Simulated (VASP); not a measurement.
Calculation: r2SCAN meta-GGA, VASP's PBE PAW potentials (set 64) (plane waves; VASP).

VASP ran on this input.

**INCAR**
```
! general
SYSTEM =Al3GaN4
PREC   =Accurate
ENCUT  =520
LREAL  =.FALSE.
LASPH  =.TRUE.

! electronic loop
EDIFF  =1E-6
NELM   =100
ALGO   =Normal
LMAXMIX=4
LMIXTAU=.TRUE.

! smearing
ISMEAR =0
SIGMA  =0.05

! functional
METAGGA=R2SCAN

! ions
IBRION =2
NSW    =60
ISIF   =3
EDIFFG =-0.02

! output
LWAVE  =.FALSE.
LCHARG =.FALSE.
```

**POSCAR**
```
Al3GaN4
1
    4.4121748471    -0.0000000000     0.0000000000
    0.0000000000     4.4121748471    -0.0000000000
    0.0000000000    -0.0000000000     4.4121748471
Al Ga N
3 1 4
Direct
  0.5000000000   0.5000000000   1.0000000000
  0.0000000000   0.5000000000   0.5000000000
  0.5000000000   1.0000000000   0.5000000000
  1.0000000000   1.0000000000   0.0000000000
  0.7448488966   0.7448488966   0.2551511034
  0.7448488966   0.2551511034   0.7448488966
  0.2551511034   0.2551511034   0.2551511034
  0.2551511034   0.7448488966   0.7448488966
```

**KPOINTS**
```
Automatic mesh
0
gamma
5 5 5
```

POTCAR, in this order: Al Ga_d N (PBE.64 set). Program: vasp_std.

The run wrote:

**OSZICAR**
```
       N       E                     dE             d eps       ncg     rms          rms(c)
DAV:   1     0.322347634894E+03    0.32235E+03   -0.20887E+04   552   0.209E+03
DAV:   2    -0.494200884629E+02   -0.37177E+03   -0.35978E+03   602   0.477E+02
DAV:   3    -0.953997530443E+02   -0.45980E+02   -0.45507E+02   612   0.149E+02
DAV:   4    -0.974045847411E+02   -0.20048E+01   -0.19950E+01   654   0.332E+01
DAV:   5    -0.974516578133E+02   -0.47073E-01   -0.47022E-01   656   0.496E+00    0.170E+01
DAV:   6    -0.799447940059E+02    0.17507E+02   -0.32539E+01   796   0.601E+01    0.709E+00
DAV:   7    -0.785428356577E+02    0.14020E+01   -0.24107E+00   572   0.124E+01    0.402E+00
DAV:   8    -0.827359171829E+02   -0.41931E+01   -0.35496E+00   656   0.141E+01    0.306E+00
DAV:   9    -0.789214793789E+02    0.38144E+01   -0.20266E+00   560   0.990E+00    0.486E-01
DAV:  10    -0.794213372119E+02   -0.49986E+00   -0.33427E-01   560   0.544E+00    0.313E-01
DAV:  11    -0.794055362288E+02    0.15801E-01   -0.43102E-02   584   0.205E+00    0.384E-01
DAV:  12    -0.794083445750E+02   -0.28083E-02   -0.11679E-02   666   0.135E+00    0.293E-01
DAV:  13    -0.794291740510E+02   -0.20829E-01   -0.86321E-03   532   0.739E-01    0.115E-01
DAV:  14    -0.794329492253E+02   -0.37752E-02   -0.17754E-03   548   0.424E-01    0.547E-02
DAV:  15    -0.794330305654E+02   -0.81340E-04   -0.50361E-04   716   0.366E-01    0.220E-02
DAV:  16    -0.794332218576E+02   -0.19129E-03   -0.98899E-05   612   0.131E-01    0.597E-03
DAV:  17    -0.794332123722E+02    0.94853E-05   -0.66059E-05   538   0.671E-02    0.752E-03
DAV:  18    -0.794332381956E+02   -0.25823E-04   -0.53461E-06   618   0.224E-02    0.737E-03
DAV:  19    -0.794332471872E+02   -0.89916E-05   -0.45918E-06   530   0.259E-02    0.317E-03
DAV:  20    -0.794332625924E+02   -0.15405E-04   -0.69675E-06   534   0.254E-02    0.120E-03
DAV:  21    -0.794332630321E+02   -0.43979E-06   -0.53600E-07   298   0.110E-02
   1 F= -.79433263E+02 E0= -.79433263E+02  d E =-.794333E+02
       N       E                     dE             d eps       ncg     rms          rms(c)
DAV:   1    -0.794815900540E+02   -0.48327E-01   -0.16978E+00   674   0.201E+01    0.134E+00
DAV:   2    -0.794415804356E+02    0.40010E-01   -0.12560E-01   732   0.776E+00    0.569E-01
DAV:   3    -0.794347194352E+02    0.68610E-02   -0.16538E-02   766   0.335E+00    0.207E-01
DAV:   4    -0.794297342656E+02    0.49852E-02   -0.89921E-03   674   0.945E-01    0.764E-02
DAV:   5    -0.794344929067E+02   -0.47586E-02   -0.22956E-03   522   0.548E-01    0.566E-02
DAV:   6    -0.794345537242E+02   -0.60817E-04   -0.10314E-04   644   0.930E-02    0.589E-02
DAV:   7    -0.794345493147E+02    0.44095E-05   -0.14782E-05   540   0.492E-02    0.913E-02
DAV:   8    -0.794345308231E+02    0.18492E-04   -0.29734E-05   768   0.457E-02    0.107E-02
DAV:   9    -0.794345417881E+02   -0.10965E-04   -0.10209E-06   380   0.114E-02    0.912E-03
DAV:  10    -0.794345432289E+02   -0.14407E-05   -0.14527E-07   278   0.400E-03    0.953E-03
DAV:  11    -0.794345478158E+02   -0.45869E-05   -0.28544E-06   454   0.172E-02    0.215E-03
DAV:  12    -0.794345480930E+02   -0.27725E-06   -0.50046E-07   268   0.742E-03
   2 F= -.79434548E+02 E0= -.79434548E+02  d E =-.128506E-02
       N       E                     dE             d eps       ncg     rms          rms(c)
DAV:   1    -0.794473894071E+02   -0.12842E-01   -0.36125E-01   672   0.933E+00    0.612E-01
DAV:   2    -0.794391751840E+02    0.82142E-02   -0.26143E-02   738   0.386E+00    0.261E-01
DAV:   3    -0.794377411287E+02    0.14341E-02   -0.35414E-03   758   0.167E+00    0.948E-02
DAV:   4    -0.794371338499E+02    0.60728E-03   -0.20311E-03   648   0.416E-01    0.456E-02
DAV:   5    -0.794377584926E+02   -0.62464E-03   -0.37774E-04   522   0.213E-01    0.365E-02
DAV:   6    -0.794377633743E+02   -0.48817E-05   -0.18682E-05   678   0.373E-02    0.398E-02
DAV:   7    -0.794377618302E+02    0.15440E-05   -0.34983E-06   428   0.343E-02    0.569E-02
DAV:   8    -0.794377600886E+02    0.17416E-05   -0.17512E-05   708   0.679E-02    0.406E-02
DAV:   9    -0.794377667789E+02   -0.66904E-05   -0.36070E-06   480   0.207E-02    0.235E-02
DAV:  10    -0.794377663499E+02    0.42900E-06   -0.86027E-07   260   0.111E-02
   3 F= -.79437766E+02 E0= -.79437766E+02  d E =-.450332E-02
       N       E                     dE             d eps       ncg     rms          rms(c)
DAV:   1    -0.794378133915E+02   -0.46613E-04   -0.19293E-03   672   0.674E-01    0.465E-02
DAV:   2    -0.794377659285E+02    0.47463E-04   -0.14391E-04   734   0.290E-01    0.191E-02
DAV:   3    -0.794377567728E+02    0.91558E-05   -0.19074E-05   760   0.121E-01    0.651E-03
DAV:   4    -0.794377535716E+02    0.32012E-05   -0.12157E-05   670   0.311E-02    0.382E-03
DAV:   5    -0.794377561122E+02   -0.25405E-05   -0.19457E-06   378   0.146E-02    0.286E-03
DAV:   6    -0.794377559935E+02    0.11865E-06   -0.14934E-07   260   0.433E-03
   4 F= -.79437756E+02 E0= -.79437756E+02  d E =-.449296E-02
       N       E                     dE             d eps       ncg     rms          rms(c)
DAV:   1    -0.794377684813E+02   -0.12369E-04   -0.27378E-04   674   0.246E-01    0.170E-02
DAV:   2    -0.794377641573E+02    0.43241E-05   -0.20298E-05   736   0.968E-02    0.710E-03
DAV:   3    -0.794377639087E+02    0.24858E-06   -0.20051E-06   424   0.415E-02
   5 F= -.79437764E+02 E0= -.79437764E+02  d E =-.450088E-02
       N       E                     dE             d eps       ncg     rms          rms(c)
DAV:   1    -0.794380765203E+02   -0.31236E-03   -0.99371E-02   534   0.260E+00    0.944E-02
DAV:   2    -0.794380065449E+02    0.69975E-04   -0.23355E-03   630   0.538E-01    0.521E-02
DAV:   3    -0.794378628108E+02    0.14373E-03   -0.37995E-04   684   0.190E-01    0.189E-02
DAV:   4    -0.794379127152E+02   -0.49904E-04   -0.13993E-04   544   0.124E-01    0.979E-03
DAV:   5    -0.794379462727E+02   -0.33558E-04   -0.43215E-05   572   0.705E-02    0.478E-03
DAV:   6    -0.794379602466E+02   -0.13974E-04   -0.66041E-06   584   0.278E-02    0.253E-03
DAV:   7    -0.794379555754E+02    0.46712E-05   -0.21369E-06   376   0.165E-02    0.624E-04
DAV:   8    -0.794379616907E+02   -0.61153E-05   -0.11567E-06   362   0.131E-02    0.428E-04
DAV:   9    -0.794379617162E+02   -0.25530E-07   -0.77217E-08   260   0.294E-03
   6 F= -.79437962E+02 E0= -.79437962E+02  d E =-.197808E-03
```

File OUTCAR:
```
------------------------ aborting loop because EDIFF is reached ----------------------------------------
  FORCE on cell =-STRESS in cart. coord.  units (eV):
  Direction    XX          YY          ZZ          XY          YZ          ZX
  --------------------------------------------------------------------------------------
  Total       -0.0092813     -0.0092813     -0.0092813      0.0000000      0.0000000      0.0000000
  in kB       -0.1744036     -0.1744036     -0.1744036      0.0000000      0.0000000      0.0000000
  external PRESSURE =      -0.1744036 kB  Pullay stress =       0.0000000 kB
  volume of cell :       85.26
      direct lattice vectors                 reciprocal lattice vectors
     4.401374416  0.000000000 -0.000000000     0.227201757 -0.000000000  0.000000000
     0.000000000  4.401374416 -0.000000000    -0.000000000  0.227201757  0.000000000
    -0.000000000 -0.000000000  4.401374416     0.000000000  0.000000000  0.227201757
 POSITION                                       TOTAL-FORCE (eV/Angst)
 -----------------------------------------------------------------------------------
      2.20069      2.20069     -0.00000         0.000000      0.000000     -0.000000
     -0.00000      2.20069      2.20069         0.000000      0.000000     -0.000000
      2.20069     -0.00000      2.20069         0.000000      0.000000     -0.000000
      0.00000      0.00000      0.00000         0.000000      0.000000     -0.000000
      3.27464      3.27464      1.12673         0.008255      0.008255     -0.008255
      3.27464      1.12673      3.27464         0.008255     -0.008255      0.008255
      1.12673      1.12673      1.12673        -0.008255     -0.008255     -0.008255
      1.12673      3.27464      3.27464        -0.008255      0.008255      0.008255
 -----------------------------------------------------------------------------------
    total drift:                                0.000000      0.000000      0.000000
  FREE ENERGIE OF THE ION-ELECTRON SYSTEM (eV)
  ---------------------------------------------------
  free  energy   TOTEN  =       -79.4379617162 eV

  energy  without entropy=      -79.4379617162  energy(sigma->0) =      -79.43796172

 reached required accuracy - stopping structural energy minimisation
```
(Selected blocks of OUTCAR.)

CONTCAR:
```
Al3GaN4
   1.00000000000000
     4.4013744163245665    0.0000000000000000   -0.0000000000000000
     0.0000000000000000    4.4013744163245665   -0.0000000000000000
    -0.0000000000000000   -0.0000000000000000    4.4013744163245665
  Al              Ga              N
     3     1     4
Direct
     0.5000000000000000    0.5000000000000000    0.0000000000000000
     0.0000000000000000    0.5000000000000000    0.5000000000000000
     0.5000000000000000    0.0000000000000000    0.5000000000000000
     0.0000000000000000    0.0000000000000000    0.0000000000000000
     0.7440048600822226    0.7440048600822226    0.2559951399177774
     0.7440048600822226    0.2559951399177774    0.7440048600822226
     0.2559951399177774    0.2559951399177774    0.2559951399177774
     0.2559951399177774    0.7440048600822226    0.7440048600822226
```

The structure comes from a computed database's Al3GaN4 entry (P-43m); how it stands against other phases isn't given here. This run relaxes it. Symmetry was kept, so distortions that lower it aren't found. The start is the result of an earlier pass.
